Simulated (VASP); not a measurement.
Runs of VASP 6.6.1 on SnO. The structure is tetragonal, space group P4/nmm (No. 129). The conventional cell has a = 3.802 Å, b = 3.802 Å, c = 4.836 Å, α = 90.00°, β = 90.00°, γ = 90.00°. Sn (site symmetry 4mm) has 4 O at 2.22 Å as nearest neighbours. O (site symmetry -4m2) is surrounded by 4 Sn at 2.22 Å. 

```csv
task,level,cell,k mesh,grid for exact exchange (PRECFOCK),exchange at q = 0,gap on the mesh (eV),pressure (GPa),relaxed volume (Å³/atom),largest force (eV/Å)
relaxation of cell and atoms,PBE+D3(BJ),relaxed,8 × 8 × 6,-,-,none,0.0,17.43,-
single point,PBE,as given,8 × 8 × 6,-,-,0.03,4.4,-,(a)
single point,PBE0,as given,4 × 4 × 4,Fast,default,1.04,-0.1,-,0.19
band structure,r2SCAN,as given,8 × 8 × 6,-,-,0.14,0.7,-,(b)
relaxation of cell and atoms,r2SCAN,relaxed,8 × 8 × 6,-,-,0.31,0.0,17.84,-
relaxation of cell and atoms,PBEsol,relaxed,8 × 8 × 6,-,-,none,0.0,17.13,-
dielectric tensor,PBE,as given,8 × 8 × 6,-,-,0.03,-,-,-
relaxation of cell and atoms,PBE,relaxed,8 × 8 × 6,-,-,0.43,0.0,18.79,-
band structure,PBE,as given,8 × 8 × 6,-,-,0.03,-,-,-
band structure,PBEsol,as given,8 × 8 × 6,-,-,-,0.2,-,0.15
band structure,TB-mBJ,as given,8 × 8 × 6,-,-,0.20,-,-,-
relaxation of cell and atoms,SCAN+rVV10,relaxed,8 × 8 × 6,-,-,none,0.0,17.03,-
```

Alike in all rows: potentials or basis VASP PAW PBE potentials, release 64 (Sn_d, O); no spin polarisation; cutoff (eV) 520; smearing gaussian 0.02 eV.

Q: Estimate the missing entries.

A: (a) 0.43; (b) 0.02.

Caveats: spin-orbit coupling is left out, which moves the levels of the heavy elements (some runs); the PAW data sets were made with another functional, which shifts forces and pressure a little (some runs); pairwise dispersion overbinds metals, which lowers pressure and volume (some runs); the gap is small at this level, which inflates the dielectric constant (some runs).

A k mesh can miss the band edges, and the runs leave out spin-orbit coupling on Sn.

A gap of «none» marks a metal or a gap under the smearing width.

Not every run made on this cell is shown here.
